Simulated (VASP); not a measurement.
# A VASP study of Sr3Sc2Fe2As2O5 (r2SCAN): structure first, properties next, part 2 of 2

How well does r2SCAN reproduce what experiment finds for Sr3Sc2Fe2As2O5? The cell is relaxed first, and properties follow on it. The start is a computed cell from the Materials Project.

VASP 6.6.1; r2SCAN, spin-polarised from a ferromagnetic start; plane waves and PAW (Sr_sv, Sc_sv, Fe, As, O).

Still holding for the runs below: The magnetic state follows from one typed start and may not be the lowest.

So far, moment of the cell, from the last line of the log (μB): step 2 (relaxing cell and atoms (r2SCAN)) 7.11. The relaxed cell has a = 4.087, c = 27.451 Å (conventional setting).

## 5. Bands along the symmetry lines (r2SCAN)

The mesh alone shows little of the dispersion and can miss band extrema, so KPOINTS_OPT adds a path through the symmetry points after the self-consistent cycle.

Input file INCAR:

```
SYSTEM = Sr3Sc2Fe2As2O5
PREC = Accurate
ENCUT = 520
EDIFF = 1E-06
NELM = 100
ISMEAR = 0
SIGMA = 0.05
LREAL = .FALSE.
ALGO = Normal
METAGGA = R2SCAN
LASPH = .TRUE.
NBANDS = 97
ISPIN = 2
MAGMOM = 0 0.009 0.009 0.005 0.005 3.267 3.267 0.072 0.072 0.008 0.008 0.008 0.008 0.005
LMAXMIX = 4
LORBIT = 11
LWAVE = .FALSE.
LCHARG = .FALSE.
KPAR = 8
```

Input file POSCAR:

```
Sr3Sc2Fe2As2O5
1.0
    0.0000000000     -4.0866801128      0.0000000000
   -4.0866801128      0.0000000000      0.0000000000
    2.0433400564     -2.0433400564    -13.7254649647
Sr Sc Fe As O
3 2 2 2 5
Direct
    0.5000000000      0.5000000000      0.0000000000
    0.6367726140      0.3632273860      0.7264547721
    0.3632273860      0.6367726140      0.2735452279
    0.9277614700      0.0722385300      0.1444770599
    0.0722385300      0.9277614700      0.8555229401
    0.7500000000      0.7500000000      0.5000000000
    0.2500000000      0.2500000000      0.5000000000
    0.8031938149      0.1968061851      0.3936123702
    0.1968061851      0.8031938149      0.6063876298
    0.9182618949      0.5817381051      0.1634762102
    0.4182618949      0.0817381051      0.1634762102
    0.0817381051      0.4182618949      0.8365237898
    0.5817381051      0.9182618949      0.8365237898
    0.0000000000      0.0000000000      0.0000000000
```

Input file KPOINTS:

```
Automatic mesh
0
Gamma
7 7 7
0 0 0
```

Input file KPOINTS_OPT:

```
Line mode
12
Line-mode
Reciprocal
  0.00000000   0.00000000   0.00000000 GAMMA
  0.50000000  -0.50000000   0.50000000 X

  0.50000000  -0.50000000   0.50000000 X
  0.51108146  -0.48891854   0.50000000 Y

  0.51108146  -0.48891854   0.50000000 Y
  0.51108146   0.00000000   0.25554073 S

  0.51108146   0.00000000   0.25554073 S
  0.00000000   0.00000000   0.00000000 GAMMA

  0.00000000   0.00000000   0.00000000 GAMMA
  0.00000000   0.00000000  -0.50000000 Z

  0.00000000   0.00000000  -0.50000000 Z
  0.48891854   0.00000000  -0.25554073 S1

  0.48891854   0.00000000  -0.25554073 S1
  0.50000000   0.00000000   0.00000000 N

  0.50000000   0.00000000   0.00000000 N
  0.50000000  -0.50000000   0.25000000 P

  0.50000000  -0.50000000   0.25000000 P
  0.48891854  -0.48891854  -0.01108146 Y1

  0.48891854  -0.48891854  -0.01108146 Y1
  0.00000000   0.00000000  -0.50000000 Z

  0.50000000  -0.50000000   0.50000000 X
  0.50000000  -0.50000000   0.25000000 P
```

The projector-augmented-wave data sets are Sr_sv, Sc_sv, Fe, As and O (PBE family, release 64).

Command:

```bash
mpirun -np 8 vasp_std
```

It took 25 min on 8 MPI ranks of Intel Xeon 6975P-C (Granite Rapids), shared host; peak memory 17 GiB.

Spin-orbit coupling is off here; it would split degenerate levels. The cell is typed on its shortest vectors, so the axes of tensors and the coordinates of k-points follow the printed cell and not the standard setting.

This step gave:

```
bands        : 97
Fermi energy : 4.233 eV
pressure     : 0.02910 GPa
```

Spin up. The electronic bands at the labelled points (eV, zero at the Fermi level; # counts the bands kept):

```csv
point,#28,#29,#30,#31,#32,#33,#34,#35
Γ,-1.67,-0.34,0.77,0.77,2.63,2.68,2.74,2.86
0.45 of the way,-1.83,-0.90,-0.63,-0.30,3.09,3.10,3.22,3.72
X,-2.02,-2.00,-1.99,-1.99,2.69,2.93,3.96,3.97
0.55 of the way,-2.02,-2.00,-1.98,-1.98,2.69,2.93,3.96,3.97
Y,-2.02,-2.01,-1.98,-1.98,2.69,2.93,3.96,3.97
0.45 of the way,-1.72,-1.72,-1.23,-1.18,3.02,3.07,3.75,3.96
S,-0.79,-0.79,-0.03,0.03,3.15,3.34,3.44,3.61
0.55 of the way,-0.99,-0.48,-0.36,0.60,2.89,2.95,3.26,3.29
Γ,-1.67,-0.34,0.77,0.77,2.63,2.68,2.74,2.86
0.55 of the way,-1.67,-0.44,0.77,0.77,2.68,2.69,2.73,2.84
Z,-1.67,-0.52,0.77,0.77,2.66,2.68,2.69,2.88
0.45 of the way,-1.02,-0.44,-0.41,0.61,2.96,2.96,3.10,3.33
S1,-0.79,-0.79,-0.03,0.03,3.15,3.34,3.44,3.61
0.45 of the way,-0.81,-0.77,-0.02,0.01,3.15,3.35,3.43,3.63
N,-0.81,-0.77,-0.01,0.00,3.15,3.39,3.40,3.65
0.55 of the way,-1.75,-1.74,-1.24,-1.22,3.00,3.08,3.72,3.94
P,-2.02,-2.00,-1.99,-1.99,2.69,2.93,3.96,3.96
0.55 of the way,-2.02,-2.00,-1.98,-1.98,2.69,2.93,3.96,3.97
Y1,-2.02,-2.01,-1.98,-1.98,2.69,2.93,3.96,3.97
0.45 of the way,-1.86,-1.24,-0.90,-0.53,2.95,3.28,3.38,3.80
Z,-1.67,-0.52,0.77,0.77,2.66,2.68,2.69,2.88
jump to X,-2.02,-2.00,-1.99,-1.99,2.69,2.93,3.96,3.97
0.45 of the way,-2.02,-2.00,-1.99,-1.99,2.69,2.93,3.96,3.97
P,-2.02,-2.00,-1.99,-1.99,2.69,2.93,3.96,3.96
```

Of the projections kept (Sr, Sc, Fe, As, O), the largest for each band there; the rest of the weight can lie on other orbitals:

| point | #28 | #29 | #30 | #31 | #32 | #33 | #34 | #35 |
| --- | --- | --- | --- | --- | --- | --- | --- | --- |
| Γ | Fe 0.47 | As 0.45 | As 0.56 | As 0.56 | As 0.40 | Sc 0.88 | Fe 0.54 | Sr 0.78 |
| X | O 0.97 | O 0.97 | Fe 0.90 | Fe 0.90 | Sc 0.42 | Fe 0.32 | Sc 0.64 | Sc 0.66 |
| Y | O 0.93 | O 0.97 | Fe 0.87 | Fe 0.90 | Sc 0.42 | Fe 0.32 | Sc 0.64 | Sc 0.66 |
| S | Fe 0.49 | Fe 0.50 | As 0.49 | As 0.49 | Sc 0.88 | Sr 0.26 | Fe 0.38 | Fe 0.35 |
| Γ | Fe 0.47 | As 0.45 | As 0.56 | As 0.56 | As 0.40 | Sc 0.88 | Fe 0.54 | Sr 0.78 |
| Z | Fe 0.47 | As 0.44 | As 0.56 | As 0.56 | Fe 0.49 | Sc 0.88 | Fe 0.46 | Sc 0.85 |

Spin down. Electronic bands along the path, in eV, zero at the Fermi level; # counts the bands kept:

```csv
point,#20,#21,#22,#23,#24,#25,#26,#27
Γ,-2.16,-2.16,-1.61,0.32,0.38,0.83,0.92,0.92
0.45 of the way,-2.42,-1.94,-1.25,-0.27,0.09,0.18,0.57,1.05
X,-2.01,-1.99,-0.92,-0.91,-0.67,-0.67,0.69,0.69
0.55 of the way,-2.01,-1.99,-0.92,-0.91,-0.67,-0.67,0.69,0.69
Y,-2.01,-2.00,-0.92,-0.91,-0.67,-0.66,0.69,0.69
0.45 of the way,-2.33,-2.28,-0.81,-0.77,-0.30,-0.28,0.66,0.67
S,-2.44,-2.41,-0.50,-0.41,0.12,0.14,0.54,0.58
0.55 of the way,-2.31,-2.23,-1.32,0.09,0.36,0.51,0.52,1.26
Γ,-2.16,-2.16,-1.61,0.32,0.38,0.83,0.92,0.92
0.55 of the way,-2.15,-2.15,-1.61,0.31,0.40,0.75,0.92,0.92
Z,-2.14,-2.14,-1.61,0.31,0.43,0.67,0.92,0.92
0.45 of the way,-2.29,-2.24,-1.34,0.08,0.39,0.52,0.54,1.30
S1,-2.44,-2.41,-0.50,-0.41,0.12,0.14,0.54,0.58
0.45 of the way,-2.45,-2.40,-0.48,-0.43,0.12,0.14,0.55,0.57
N,-2.46,-2.39,-0.46,-0.45,0.13,0.14,0.56,0.56
0.55 of the way,-2.31,-2.30,-0.79,-0.79,-0.31,-0.30,0.66,0.66
P,-2.01,-1.99,-0.92,-0.91,-0.67,-0.67,0.69,0.69
0.55 of the way,-2.01,-1.99,-0.92,-0.91,-0.67,-0.67,0.69,0.69
Y1,-2.01,-2.00,-0.92,-0.91,-0.67,-0.66,0.69,0.69
0.45 of the way,-2.40,-1.98,-1.17,-0.42,-0.08,0.05,0.59,0.92
Z,-2.14,-2.14,-1.61,0.31,0.43,0.67,0.92,0.92
jump to X,-2.01,-1.99,-0.92,-0.91,-0.67,-0.67,0.69,0.69
0.45 of the way,-2.01,-1.99,-0.92,-0.91,-0.67,-0.67,0.69,0.69
P,-2.01,-1.99,-0.92,-0.91,-0.67,-0.67,0.69,0.69
```

Of the projections kept (Sr, Sc, Fe, As, O), the largest for each band there; the rest of the weight can lie on other orbitals:

```
point      #20      #21      #22      #23      #24      #25      #26      #27
    Γ   O 0.51   O 0.51  Fe 0.99  Fe 0.96  Fe 0.90  Fe 0.47  Fe 0.97  Fe 0.97
    X   O 0.97   O 0.97  Fe 0.93  Fe 0.93  Fe 0.95  Fe 0.95  Fe 0.99  Fe 0.99
    Y   O 0.97   O 0.97  Fe 0.93  Fe 0.93  Fe 0.95  Fe 0.95  Fe 0.99  Fe 0.99
    S  As 0.41  As 0.39  Fe 0.97  Fe 0.97  Fe 0.94  Fe 0.94  Fe 0.97  Fe 0.97
    Γ   O 0.51   O 0.51  Fe 0.99  Fe 0.96  Fe 0.90  Fe 0.47  Fe 0.97  Fe 0.97
    Z   O 0.56   O 0.56  Fe 0.99  Fe 0.96  Fe 0.89  Fe 0.49  Fe 0.98  Fe 0.98
```

There is no gap at this level.

## 6. Density of states (r2SCAN)

A density of states needs more k-points than a total energy; ISMEAR = -5 takes tetrahedra, and LORBIT projects the states on the PAW spheres. The mesh is finer than in the run before.

INCAR: that of step 5 with these lines changed.

```diff
@@ -5,3 +5,3 @@
 NELM = 100
-ISMEAR = 0
+ISMEAR = -5
 SIGMA = 0.05
@@ -19 +19,2 @@
 KPAR = 8
+NEDOS = 2001
```

POSCAR is that of step 5.

Input file KPOINTS:

```
Automatic mesh
0
Gamma
10 10 10
0 0 0
```

Command:

```bash
mpirun -np 8 vasp_std
```

Wall time 28 min (8 MPI ranks); peak memory 21 GiB.

With tetrahedra the forces and stress of a metal are not exact derivatives of the energy.

Numbers from this step:

* SCF cycles: 22
* irreducible k-points: 102
* free energy (TOTEN): -190.4566 eV
* Fermi energy: 4.219 eV
* pressure: -0.07048 GPa
* moment of the cell, from the last line of the log: 7.017 μB
* DOS at the Fermi level: 3.451 states/eV/cell

The density of states has structure finer than the step of the table below, so its rows give means over 0.5 eV, whole bins alone (the curve runs from -12.0 to 2.83 eV). Peaks (eV: height): total down -4.50: 12.3, -3.94: 9.24, -2.89: 9.63, -2.61: 9.85; total up -4.50: 13.1, -4.22: 13.4, -3.87: 18.6, -2.82: 7.91; Fe d up -5.34: 1.75, -4.22: 5.55, -3.87: 9.07, -3.66: 6.02; Fe d down 0.11: 2.97, 0.60: 5.36, 1.44: 3.75, 1.65: 4.09; O p up -4.64: 3.89, -4.50: 5.37, -3.94: 4.67, -2.82: 3.89.

States under -12.0 eV and over 2.8 eV are left out. Density of states against energy, zero at the Fermi level; means over each step; 7 of 24 lines; values in states/eV/cell:

```
energy (eV)  total down  total up  Fe d up  Fe d down   O p up  O p down  As p up
      -11.5       0.858      1.14   0.0283     0.0101   3.5e-5         0  0.00455
      -11.0        2.77      2.31    0.102     0.0727   6.5e-4    6.4e-4  0.00409
      -10.5           0         0        0          0        0         0        0
      -10.0           0         0        0          0        0         0        0
       -9.5           0         0        0          0        0         0        0
       -9.0           0         0        0          0        0         0        0
       -8.5           0         0        0          0        0         0        0
       -8.0           0         0        0          0        0         0        0
       -7.5           0         0        0          0        0         0        0
       -7.0           0         0        0          0        0         0        0
       -6.5           0         0        0          0        0         0        0
       -6.0           0         0        0          0        0         0        0
       -5.5       0.332      2.66    0.734     8.1e-4    0.276     0.147    0.283
       -5.0        4.83      6.79     1.54     0.0576     1.90      2.01    0.377
       -4.5        8.51      10.8     3.11      0.148     3.47      3.58    0.384
       -4.0        7.14      12.8     5.10     0.0698     3.64      3.55    0.245
       -3.5        5.29      9.21     4.23      0.126     2.41      2.53    0.150
       -3.0        6.29      6.79     1.20      0.408     2.82      2.39    0.294
       -2.5        7.51      4.69    0.405      0.863     2.51      2.70    0.147
       -2.0        2.13      1.16    0.333      0.324    0.261     0.501    0.132
       -1.5       0.462      1.68    0.596      0.382   0.0465    4.3e-4    0.313
       -1.0        1.53      1.99    0.551       1.13   0.0655   0.00407    0.444
       -0.5        1.83      2.08    0.495       1.36   0.0764   0.00600    0.516
        0.0        2.76     0.798    0.203       2.07   0.0142    0.0200    0.224
        0.5        3.90     0.577    0.136       3.26  0.00767    0.0157    0.183
        1.0        1.88    0.0281  0.00400       1.53   1.6e-4   0.00612  0.00585
        1.5        4.20         0        0       3.09        0    0.0290        0
        2.0        3.01         0        0       1.93        0    0.0305        0
        2.5       0.437    0.0729  0.00474      0.204   6.5e-4   0.00602   3.0e-4
```

The finer mesh and the other smearing move the Fermi level by -0.01 eV from the 7×7×7 run, a small shift, which tests the Fermi level alone. Of the states within 0.3 eV of the Fermi level, the largest shares in the PAW spheres are Fe d 64 % and As p 8 %. The rest lies in smaller channels or between the spheres.

## 7. Field gradients at the nuclei (r2SCAN)

Field gradients probe how far the charge around each nucleus departs from cubic symmetry; LASPH keeps the non-spherical terms inside the spheres.

INCAR: that of step 6 with these lines changed.

```diff
@@ -3,5 +3,5 @@
 ENCUT = 520
-EDIFF = 1E-06
+EDIFF = 1E-07
 NELM = 100
-ISMEAR = -5
+ISMEAR = 0
 SIGMA = 0.05
@@ -11,3 +11,3 @@
 LASPH = .TRUE.
-NBANDS = 97
+NBANDS = 79
 ISPIN = 2
@@ -19,2 +19,2 @@
 KPAR = 8
-NEDOS = 2001
+LEFG = .TRUE.
```

POSCAR is that of step 6.

Input file KPOINTS:

```
Automatic mesh
0
Gamma
7 7 7
0 0 0
```

Command:

```bash
mpirun -np 8 vasp_std
```

Elapsed: 9.2 min, on 8 MPI ranks; peak memory 9.2 GiB; 73 min of CPU time.

This step gave:

- bands: 79
- irreducible k-points: 40
- free energy (TOTEN): -190.4495 eV
- Fermi energy: 4.232 eV
- pressure: 0.02869 GPa
- moment of the cell, from the last line of the log: 7.107 μB

Electric field gradients, by row:

| atom | Vxx (V/Å²) | Vyy (V/Å²) | Vzz (V/Å²) | asymmetry |
| --- | --- | --- | --- | --- |
| Sr1 | -4.593 | -4.593 | 9.186 | 0 |
| Sr2 | 1.32 | 1.32 | -2.64 | 0 |
| Sr3 | 1.32 | 1.32 | -2.64 | 0 |
| Sc4 | -34.79 | -34.79 | 69.59 | 0 |
| Sc5 | -34.79 | -34.79 | 69.59 | 0 |
| Fe6 | -24.55 | -24.55 | 49.1 | 0 |
| Fe7 | -24.55 | -24.55 | 49.1 | 0 |
| As8 | 17.87 | 17.87 | -35.75 | 0 |
| As9 | 17.87 | 17.87 | -35.75 | 0 |
| O10 | -17.06 | -8.655 | 25.71 | 0.327 |
| O11 | -17.06 | -8.655 | 25.71 | 0.327 |
| O12 | -17.06 | -8.655 | 25.71 | 0.327 |
| O13 | -17.06 | -8.655 | 25.71 | 0.327 |
| O14 | 9.544 | 9.544 | -19.09 | 0 |

The largest gradient, 69.59 V/Å², sits on Sc4 and like sites; times the quadrupole moment of a nucleus that has one, it gives the coupling that NMR and NQR see.

## 8. What came out

| Property | Result |
| --- | --- |
| relaxed volume | 16.37 Å³/atom |
| relaxed conventional cell a, b, c | 4.087, 4.087, 27.451 Å |
| space group after relaxing, within 0.02 Å | I4/mmm (No. 139) |
| moment of the cell (10×10×10 mesh) | 7.02 μB |
| largest site moment (10×10×10 mesh) | 3.25 μB on Fe6 |
| band gap | none, a metal |
| DOS at the Fermi level | 3.45 states/eV/cell |
| largest field gradient Vzz | 69.59 V/Å² on Sc4 |

**Reading.** With r2SCAN, Sr3Sc2Fe2As2O5 relaxes to 16.37 Å³/atom in space group I4/mmm, comes out as a metal and keeps moments of up to 3.25 μB (10×10×10 mesh). Bands along the symmetry lines (r2SCAN), spin up: Of the bands kept, 2 cross the Fermi level on this path. Bands along the symmetry lines (r2SCAN), spin down: Of the bands kept, 3 cross the Fermi level on this path. Spin-orbit coupling is left out; it would split some degenerate bands. Only the typed magnetic starts were tried, so the magnetic ground state may differ and with it the other results. No search among competing phases was made, and a listed structure need not be the one stable at ambient conditions. All values are for a static lattice at zero temperature.

Calculation against experiment:

| quantity | measured | r2SCAN |
| --- | --- | --- |
| lattice constant a (Å) | 4.069 | 4.087 (+0.4 %) |
| lattice constant c (Å) | 26.876 | 27.451 (+2.1 %) |

Measured values from arxiv:0811.2205 (2008).

**Verdict.** The lattice constant a is off by +0.4 %. The lattice constant c is off by +2.1 %. The magnetic state of these runs (an ordered one) need not be that of the sample, so the match is not graded. For lattice constants the calculation has a static lattice, without zero-point motion or thermal expansion.

[Lines on the potential files, build, host, timing and source positions are cut from VASP's logs without a mark.]

[Logs are printed without paths, hosts, clocks, repeated set-up lines and the standing remarks that a program may print on its own settings, such as how far it seeks lower states.]

[Hosts, paths, dates, database ids (printed as entryN), source tags and the programs' standing remarks are cut or masked in the printed files.]

[A measured line is paired with the nearest computed mode of its activity, which favours agreement.]

[In band tables of VASP the shares of atoms and orbitals are scaled to a sum of 1 inside the atoms' spheres.]
